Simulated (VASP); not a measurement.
Given:

```
CELL_PARAMETERS angstrom
      3.83672     0.00000     0.00000
      0.00000     5.42594     0.00000
      0.00000     0.00000    26.41658
ATOMIC_POSITIONS crystal
  Ca 0.00000 0.00000 0.31845
  Ca 0.50000 0.50000 0.39107
  Ca 0.00000 0.00000 0.46369
  Ca 0.50000 0.50000 0.53631
  Ca 0.00000 0.00000 0.60893
  Ca 0.50000 0.50000 0.68155
  F  0.50000 0.25000 0.31845
  F  0.00000 0.25000 0.39107
  F  0.00000 0.75000 0.39107
  F  0.50000 0.75000 0.31845
  F  0.50000 0.25000 0.46369
  F  0.00000 0.25000 0.53631
  F  0.00000 0.75000 0.53631
  F  0.50000 0.75000 0.46369
  F  0.50000 0.25000 0.60893
  F  0.00000 0.25000 0.68155
  F  0.00000 0.75000 0.68155
  F  0.50000 0.75000 0.60893
```

The numbers are results of PBEsol GGA, VASP's PBE PAW potentials (set 64) (plane waves; VASP 6.6.1), not measurements. Numerical set-up: PREC = Normal, LREAL = Auto, EDIFF = 1E-5, 450 eV cut-off, 5×4×1 Γ-centred mesh, Gaussian smearing of 0.050 eV, potentials Ca_sv F.

At this cut-off the stress carries a Pulay error, which pulls relaxed volumes low.

The ions are relaxed. Give the cell that the relaxation ends in.

```
CELL_PARAMETERS angstrom
      3.83672     0.00000     0.00000
      0.00000     5.42594     0.00000
      0.00000     0.00000    26.41658
ATOMIC_POSITIONS crystal
  Ca 0.00000 0.00000 0.32413
  Ca 0.50000 0.50000 0.38706
  Ca 0.00000 0.00000 0.46521
  Ca 0.50000 0.50000 0.53479
  Ca 0.00000 0.00000 0.61294
  Ca 0.50000 0.50000 0.67587
  F  0.50000 0.23727 0.31741
  F  0.00000 0.25104 0.39144
  F  0.00000 0.74896 0.39144
  F  0.50000 0.76273 0.31741
  F  0.50000 0.25042 0.46297
  F  0.00000 0.24958 0.53703
  F  0.00000 0.75042 0.53703
  F  0.50000 0.74958 0.46297
  F  0.50000 0.24896 0.60856
  F  0.00000 0.26273 0.68259
  F  0.00000 0.73727 0.68259
  F  0.50000 0.75104 0.60856
```

How much energy does the relaxation gain?

The energy (σ→0) changes by -18.5 meV/atom, in 10 ionic steps.

| step | E(σ→0) (eV) | max force (eV/Å) | pressure (GPa) | volume (Å³) |
|---|---|---|---|---|
| 1 | -105.4291 | 1.303 | -1.95 | 549.93 |
| 2 | -105.6356 | 0.612 | -1.76 | 549.93 |
| 3 | -105.6967 | 0.565 | -1.55 | 549.93 |
| 4 | -105.7398 | 0.203 | -1.51 | 549.93 |
| 5 | -105.7489 | 0.247 | -1.46 | 549.93 |
| 6 | -105.7596 | 0.084 | -1.43 | 549.93 |
| 7 | -105.7605 | 0.045 | -1.41 | 549.93 |
| 8 | -105.7606 | 0.044 | -1.41 | 549.93 |
| 9 | -105.7606 | 0.044 | -1.41 | 549.93 |
| 10 | -105.7613 | 0.016 | -1.41 | 549.93 |

The cell is a thin slab with vacuum, built from CaF2 (fluorite): (110) face.
